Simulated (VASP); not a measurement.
Level of theory: PBE GGA, VASP's PBE PAW potentials (set 64) (plane waves; VASP 6.6.1).

Input for VASP

INCAR:
```
! general
SYSTEM = Na
PREC   = Accurate
ENCUT  = 150
LREAL  = F
LASPH  = T

! electronic loop
EDIFF  = 1E-6
NELM   = 100
ALGO   = Normal

! smearing
ISMEAR = 1
SIGMA  = 0.1

! functional
GGA    = PE

! ions
ISIF   = 2

! output
LWAVE  = F
LCHARG = F
```

POSCAR:
```
Na
1
   -2.1726000000     2.1726000000     2.1726000000
    2.1726000000    -2.1726000000     2.1726000000
    2.1726000000     2.1726000000    -2.1726000000
Na
1
Direct
  0.0000000000   0.0000000000   0.0000000000
```

File KPOINTS:
```
Automatic mesh
0
Gamma
11 11 11
0 0 0
```

POTCAR, in this order: Na_pv (PBE.64 set). Program: vasp_std.

**Question.** What will the output report for the number of irreducible k-points (NKPTS), number of bands (NBANDS), largest plane-wave count, number of space-group operations, FFT grid (NGX, NGY, NGZ)?

**Answer.** 
```yaml
number of irreducible k-points (NKPTS): 56
number of bands (NBANDS): 7
largest_plane_wave_count: 178
number_of_space_group_operations: 48
FFT grid (NGX, NGY, NGZ): 16 × 16 × 16
```

The compound is Na in the bcc structure. The cell was not relaxed at this level. The run is one of a series of settings (ENCUT = 150 against the base run), some of them coarse on purpose.
